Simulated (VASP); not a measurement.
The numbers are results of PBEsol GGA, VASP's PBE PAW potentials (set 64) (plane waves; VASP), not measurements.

The input files of a VASP run:

### POSCAR
```
LuB2Ru3
1
    5.4387900000     0.0000000000     0.0000000000
   -2.7193950000     4.7101300000     0.0000000000
    0.0000000000     0.0000000000     3.0105900000
Lu B Ru
1 2 3
Direct
  0.0000000000   0.0000000000   0.0000000000
  0.6666670000   0.3333330000   0.0000000000
  0.3333330000   0.6666670000   0.0000000000
  0.5000000000   0.0000000000   0.5000000000
  0.5000000000   0.5000000000   0.5000000000
  0.0000000000   0.5000000000   0.5000000000
```

KPOINTS:
```
Automatic mesh
0
Gamma
6 6 9
0 0 0
```

**INCAR**
```
! general
SYSTEM  = LuB2Ru3
PREC    = Accurate
ENCUT   = 400   ! plane-wave cut-off (eV)
LREAL   = .FALSE.
LASPH   = .TRUE.

! electronic loop
EDIFF   = 1E-6   ! SCF stop (eV)
NELM    = 100
ALGO    = Normal
LMAXMIX = 6   ! l cut-off of mixed one-centre charges

! smearing
ISMEAR  = 0   ! Gaussian
SIGMA   = 0.272   ! width (eV)

! functional
GGA     = PS   ! PBEsol

! ions
ISIF    = 2   ! forces and stress, cell fixed

! output
LWAVE   = .FALSE.
LCHARG  = .FALSE.
```

POTCAR, in this order: Lu_3 B Ru_pv (PBE.64 set). Program: vasp_std.

Output

File OSZICAR:
```
       N       E                     dE             d eps       ncg     rms          rms(c)
DAV:   1     0.448538925214E+03    0.44854E+03   -0.28219E+04  3862   0.160E+03
DAV:   2    -0.300196541306E+02   -0.47856E+03   -0.47106E+03  3698   0.696E+02
DAV:   3    -0.563092077202E+02   -0.26290E+02   -0.25283E+02  4154   0.155E+02
DAV:   4    -0.573594019900E+02   -0.10502E+01   -0.10230E+01  4072   0.202E+01
DAV:   5    -0.573882124597E+02   -0.28810E-01   -0.28447E-01  3728   0.205E+00    0.441E+01
DAV:   6    -0.534867891199E+02    0.39014E+01   -0.48378E+01  3176   0.390E+01    0.113E+01
DAV:   7    -0.525974885441E+02    0.88930E+00   -0.11078E+01  3928   0.228E+01    0.136E+01
DAV:   8    -0.524602542536E+02    0.13723E+00   -0.54441E-01  3776   0.470E+00    0.478E+00
DAV:   9    -0.524551569804E+02    0.50973E-02   -0.78187E-02  3584   0.166E+00    0.770E-01
DAV:  10    -0.524537551901E+02    0.14018E-02   -0.11631E-02  3592   0.747E-01    0.233E-01
DAV:  11    -0.524536955014E+02    0.59689E-04   -0.44320E-04  3552   0.144E-01    0.358E-02
DAV:  12    -0.524536915564E+02    0.39450E-05   -0.84217E-05  3852   0.566E-02    0.144E-02
DAV:  13    -0.524536906325E+02    0.92396E-06   -0.54639E-06  3016   0.103E-02
   1 F= -.52453691E+02 E0= -.52382637E+02  d E =-.142108E+00
```

### OUTCAR
```
------------------------ aborting loop because EDIFF is reached ----------------------------------------
  FORCE on cell =-STRESS in cart. coord.  units (eV):
  Direction    XX          YY          ZZ          XY          YZ          ZX
  --------------------------------------------------------------------------------------
  Total       -1.8481096     -1.8481093     -2.3779382      0.0000000      0.0000000      0.0000000
  in kB      -38.3929512    -38.3929462    -49.3997035      0.0000000      0.0000000      0.0000000
  external PRESSURE =     -42.0618670 kB  Pullay stress =       0.0000000 kB
  volume of cell :       77.12
      direct lattice vectors                 reciprocal lattice vectors
     5.438790000  0.000000000  0.000000000     0.183864426  0.106154183  0.000000000
    -2.719395000  4.710130000  0.000000000     0.000000000  0.212308365  0.000000000
     0.000000000  0.000000000  3.010590000     0.000000000  0.000000000  0.332160806
 POSITION                                       TOTAL-FORCE (eV/Angst)
 -----------------------------------------------------------------------------------
      0.00000      0.00000      0.00000        -0.000000      0.000000      0.000000
      2.71940      1.57004      0.00000         0.000000      0.000000     -0.000000
     -0.00000      3.14009      0.00000        -0.000000     -0.000000      0.000000
      2.71940      0.00000      1.50530        -0.000000      0.000000      0.000000
      1.35970      2.35507      1.50530        -0.000000      0.000000      0.000000
     -1.35970      2.35507      1.50530        -0.000000      0.000000      0.000000
 -----------------------------------------------------------------------------------
    total drift:                                0.000000      0.000000      0.000000
  FREE ENERGIE OF THE ION-ELECTRON SYSTEM (eV)
  ---------------------------------------------------
  free  energy   TOTEN  =       -52.4536906325 eV

  energy  without entropy=      -52.3115827864  energy(sigma->0) =      -52.38263671
```
(Selected blocks of OUTCAR.)

At this cut-off the stress carries a Pulay error, which pulls relaxed volumes low.

The structure comes from a computed database's LuB2Ru3 entry (P6/mmm); how it stands against other phases isn't given here. The cell was not relaxed at this level. The electron count is odd and the run is not spin-polarised, which forces a metal.
